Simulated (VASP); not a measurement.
Energy against volume of Re (hcp). Calculation: vdW-DF-cx, VASP's PBE PAW potentials (set 64) (plane waves; VASP). Run with 520 eV cut-off, 15×15×8 Γ-centred mesh, first-order Methfessel-Paxton smearing of 0.10 eV, potentials Re.

Shape and ions are relaxed at each volume.

```json
[
 {"V (Å³/atom)": "13.791", "E (eV/atom)": "-10.44929"},
 {"V (Å³/atom)": "14.231", "E (eV/atom)": "-10.50542"},
 {"V (Å³/atom)": "14.672", "E (eV/atom)": "-10.52296"},
 {"V (Å³/atom)": "15.112", "E (eV/atom)": "-10.50779"}
]
```

Problem. Fit these four points and predict the energy of the run at 15.552 Å³/atom.

Solution. A cubic in V^(−2/3), the third-order Birch-Murnaghan form, passes through the four points with V0 = 14.68 Å³/atom and B0 = 395 GPa, and gives -10.4650 eV/atom there. The run gave -10.4649 eV/atom, +0.1 meV/atom from the fit; all five points give B0 = 395 GPa.

The compound is Re in the hcp structure. It was relaxed first.
